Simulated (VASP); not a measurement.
Consider the following.

```cif
data_Ca
_chemical_formula_sum 'Ca1'
_space_group_name_H-M_alt 'P 1'
_space_group_IT_number 1
_cell_length_a 3.77146
_cell_length_b 3.77146
_cell_length_c 3.77146
_cell_angle_alpha 60.000
_cell_angle_beta 60.000
_cell_angle_gamma 60.000
loop_
_space_group_symop_operation_xyz
  'x, y, z'
loop_
_atom_site_label
_atom_site_type_symbol
_atom_site_fract_x
_atom_site_fract_y
_atom_site_fract_z
_atom_site_occupancy
Ca1 Ca 0.00000 0.00000 0.00000 1
```

Calculation: LDA (Ceperley-Alder, Perdew-Zunger), VASP's LDA PAW potentials (set 64) (plane waves; VASP). Settings: 520 eV cut-off, 12×12×12 Γ-centred mesh, first-order Methfessel-Paxton smearing of 0.10 eV, potentials Ca_sv.

Task: Give the energy at these volumes per atom, relative to the lowest: 35.73, 36.87, 38.01, 39.15, 40.29 Å³.

Result: 7.8, 1.7, 0.0, 2.1, 7.6 meV/atom. A third-order Birch-Murnaghan fit gives B0 = 18.0 GPa and B0′ = 3.2.

Measured: a 5.553 Å at 0 K (computed value off by -3.9 %), as given by Gábor I. Csonka et al., Physical Review B (2009), arXiv:0903.4037 [low-temperature or extrapolated to 0 K; zero-point anharmonic expansion removed].

The compound is Ca in the fcc structure. It was relaxed first, which changed the volume by -13 %.
